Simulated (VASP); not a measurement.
```
CuCl
1.0
    0.00000     2.75910     2.75910
    2.75910     0.00000     2.75910
    2.75910     2.75910     0.00000
Cu Cl
1 1
Direct
  0.00000   0.00000   0.00000
  0.25000   0.25000   0.25000
```

These are PBE GGA + U (Dudarev), VASP's PBE PAW potentials (set 64) (plane waves; VASP) values and carry that method's errors. Settings: 400 eV cut-off, 8×8×8 Γ-centred mesh, Gaussian smearing of 0.050 eV, potentials Cu Cl, U − J: Cu 2.00 eV.

### Question
Estimate the energy per atom (σ→0), pressure, band gap (on the k-mesh) with the smallest direct gap where there is one.

### Answer

| Property | Result |
|---|---|
| band gap (on the k-mesh) | 0.89 eV |
| smallest direct gap (on the k-mesh) | 0.89 eV |
| energy per atom (σ→0) | -2.902 eV/atom |
| pressure | -2.20 GPa |

Only differences to runs with the same potentials and settings are physical.

The compound is CuCl in the zinc blende structure. The cell was not relaxed at this level. The run is one of a series of settings (LDAU = .TRUE., LDAUJ = 0 0, LDAUL = 2 -1, LDAUTYPE = 2, LDAUU = 2.0 0 against the base run), some of them coarse on purpose.
